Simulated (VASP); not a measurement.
Level of theory: PBE GGA with spin-orbit coupling, VASP's PBE PAW potentials (set 64) (plane waves; VASP).

VASP input:

INCAR:
```
# general
SYSTEM        = ScTa
PREC          = Accurate
ENCUT         = 300
LREAL         = .FALSE.
LASPH         = .TRUE.

# electronic loop
EDIFF         = 1E-6
NELM          = 100
ALGO          = Normal
LMAXMIX       = 6

# smearing
ISMEAR        = 0
SIGMA         = 0.1

# functional
GGA           = PE
GGA_COMPAT    = .FALSE.

# spin
MAGMOM        = 0.0 0.0 0.0 0.0 0.0 0.0 0.0 0.0 0.0 0.0 0.0 0.0
LSORBIT       = .TRUE.
LNONCOLLINEAR = .TRUE.

# ions
ISIF          = 2

# output
LWAVE         = .FALSE.
LCHARG        = .FALSE.
LORBIT        = 11
```

### POSCAR
```
ScTa
1
    4.8331720000     0.0000000000     0.0000000000
    0.0000000000     3.1994140000     0.0000000000
    0.0000000000     0.0000000000     4.9345130000
Sc Ta
2 2
Direct
  0.7500000000   0.5000000000   0.3125000000
  0.2500000000   0.5000000000   0.6875000000
  0.7500000000   0.0000000000   0.8125000000
  0.2500000000   0.0000000000   0.1875000000
```

**KPOINTS**
```
Automatic mesh
0
Gamma
4 5 4
0 0 0
```

POTCAR, in this order: Sc_sv Ta_pv (PBE.64 set). Program: vasp_ncl.

At this cut-off the stress carries a Pulay error, which pulls relaxed volumes low.

Problem. Estimate the energy per atom (σ→0), pressure, largest force, band gap (on the k-mesh).

Solution. 
```
Item                                                        Result
------------------------  ----------------------------------------
energy per atom (σ→0)                               -9.082 eV/atom
band gap (on the k-mesh)  none (metal, semimetal or under 0.01 eV)
pressure                                                  6.92 GPa
largest force                                           1.200 eV/Å
```

### OSZICAR
```
...
DAV:   8    -0.363421820098E+02    0.18234E-01   -0.86270E-02  4612   0.253E+00    0.683E-01
DAV:   9    -0.363380991925E+02    0.40828E-02   -0.73863E-03  4088   0.893E-01    0.315E-01
DAV:  10    -0.363377989026E+02    0.30029E-03   -0.12110E-03  4424   0.365E-01    0.934E-02
DAV:  11    -0.363378273775E+02   -0.28475E-04   -0.23240E-04  4496   0.145E-01    0.405E-02
DAV:  12    -0.363378333856E+02   -0.60081E-05   -0.95239E-05  4324   0.751E-02    0.109E-02
DAV:  13    -0.363378300847E+02    0.33009E-05   -0.19977E-05  3792   0.384E-02    0.256E-03
DAV:  14    -0.363378296206E+02    0.46408E-06   -0.73220E-07  2256   0.106E-02
   1 F= -.36337830E+02 E0= -.36329184E+02  d E =-.172909E-01  mag=     0.0000     0.0000     0.0000
```

The structure was generated: ScTa was put into an ordered model structure, which need not be its known phase. The cell was not relaxed at this level. The k-mesh is coarse (spacing up to 0.39 per Å, 2π included), so the numbers may not be converged in it. The run is one of a series of settings (GGA_COMPAT = .FALSE., LNONCOLLINEAR = .TRUE., LSORBIT = .TRUE., MAGMOM = 0.0 0.0 0.0 0.0 0.0 0.0 0.0 0.0 0.0 0.0 0.0 0.0, program vasp_ncl against the base run), some of them coarse on purpose.
